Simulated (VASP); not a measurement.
# CHBrClF: electric field gradients, by functional and GGA

CHBrClF, molecule in box, 5 atoms in the cell.

| Functional | GGA | LASPH | Vzz of the first element (V/Å²) | Vzz of the second element (V/Å²) | Vzz of the third element (V/Å²) | Time (s) |
|---|---|---|---|---|---|---|
| LDA | CA | .True. | 278.31 | -43.22 | 365.80 | 20 |
| PBE | PE | .True. | 284.72 | -42.15 | 363.24 | 34 |
| PBEsol | PS | .True. | 280.80 | -42.15 | 359.42 | 34 |
| RPBE | RP | .True. | 286.71 | -41.50 | 363.45 | 34 |
| r2SCAN | default | .True. | 290.32 | -44.04 | 363.39 | 122 |
| SCAN | default | .True. | 286.78 | -43.79 | 363.92 | 155 |
| PBE | PE | .False. | 282.46 | -41.88 | 361.48 | 27 |

## Input of the first row

INCAR:
```
SYSTEM = HCBrClF
GGA = CA ; PREC = Accurate
ENCUT = 600 ; EDIFF = 1E-7
LREAL = .False. ; LASPH = .True.
ALGO = Normal ; NELM = 120
LWAVE = .False. ; LCHARG = .False.
ISMEAR = 0 ; SIGMA = 0.01
LEFG = .True. ; QUAD_EFG = 0 0 -81.65 313 2.86
```

KPOINTS:
```
k-points
0
Gamma
  1 1 1
```

POSCAR:
```
HCBrClF
1.0
   12.0000000000      0.0000000000      0.0000000000
    0.0000000000     12.0000000000      0.0000000000
    0.0000000000      0.0000000000     12.0000000000
F C Cl Br H
1 1 1 1 1
Direct
    0.4594083300      0.5128833300      0.6062791700
    0.5026166700      0.5076250000      0.5035291700
    0.6148250000      0.4141166700      0.5017875000
    0.3873416700      0.4647250000      0.3993875000
    0.5323833300      0.5893833300      0.4783458300
```

Commands:
```
cat potpaw_LDA.64/F/POTCAR potpaw_LDA.64/C/POTCAR potpaw_LDA.64/Cl/POTCAR potpaw_LDA.64/Br/POTCAR potpaw_LDA.64/H/POTCAR > POTCAR
mpirun -np 4 vasp_gam > vasp.out
```

Changes of the last row against the first:
```
- GGA = CA
- LASPH = True
+ GGA = PE
+ LASPH = False
- cat potpaw_LDA.64/F/POTCAR potpaw_LDA.64/C/POTCAR potpaw_LDA.64/Cl/POTCAR potpaw_LDA.64/Br/POTCAR potpaw_LDA.64/H/POTCAR > POTCAR
+ cat potpaw_PBE.64/F/POTCAR potpaw_PBE.64/C/POTCAR potpaw_PBE.64/Cl/POTCAR potpaw_PBE.64/Br/POTCAR potpaw_PBE.64/H/POTCAR > POTCAR
```

VASP 6.6.1 took 20 s on 4 cores (AMD EPYC 9R45 (Zen 5)), a shared host.
